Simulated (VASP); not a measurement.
The system is CsLi2.

```
CELL_PARAMETERS angstrom
3.96633 0.00000 0.00000
-1.98317 3.43495 0.00000
0.00000 0.00000 10.02838
ATOMIC_POSITIONS crystal
Cs 0.00000 0.00000 0.00000
Li 0.33333 0.66667 0.34863
Li 0.33333 0.66667 0.65137
```

The cell was built by a generator and needn't be a form met in nature.

| Quantity | Value |
| --- | --- |
| Program | VASP 6.6.1 |
| Task | relaxation of cell and atoms |
| Functional | LDA |
| Potentials or basis | VASP PAW LDA potentials, release 64 (Cs_sv, Li_sv) |
| Cutoff | 600 eV |
| k mesh | 8 × 8 × 3 |
| Occupations | fermi-dirac, width 0.05 eV |
| Spin | no spin polarisation |

At the start: pressure -0.8 GPa; volume 45.54 Å³/atom.

Question: How do energy, volume and symmetry change on relaxing?

Answer: Over 10 steps the energy falls by 24.8 meV/atom and the volume is 37.11 Å³/atom (-18.5 %); space group P-6m2 (No. 187, to 0.05 Å).

Step by step:
| step | energy change (eV) | largest force (eV/Å) | pressure (GPa) | volume (Å³) |
| --- | --- | --- | --- | --- |
| 1 | 0.0000 | 0.0198 | -0.75 | 136.63 |
| 2 | -0.0188 | 0.0188 | -0.68 | 132.45 |
| 3 | -0.0599 | 0.0058 | -0.36 | 120.45 |
| 4 | -0.0305 | 0.0493 | 1.00 | 98.65 |
| 5 | -0.0693 | 0.0092 | -0.03 | 113.34 |
| 6 | -0.0695 | 0.0114 | 0.01 | 112.47 |
| 7 | -0.0730 | 0.0102 | 0.02 | 111.77 |
| 8 | -0.0743 | 0.0077 | 0.04 | 110.95 |
| 9 | -0.0743 | 0.0076 | 0.04 | 110.98 |
| 10 | -0.0744 | 0.0057 | 0.01 | 111.33 |

Final structure:
```
Cs Li
1.0
     3.65799   -0.00001    0.00000
    -1.82900    3.16791    0.00000
     0.00000    0.00000    9.60758
Cs Li
1 2
Direct
  0.00000 0.00000 0.00000
  0.33333 0.66667 0.34835
  0.33333 0.66667 0.65165
```

Caveat: the cutoff is under 1.25 times the usual one of these potentials, so pressure, stress and relaxed cells hold a basis-set (Pulay) error; the volume moved by over 15 % at a fixed basis, so the end points are rough.
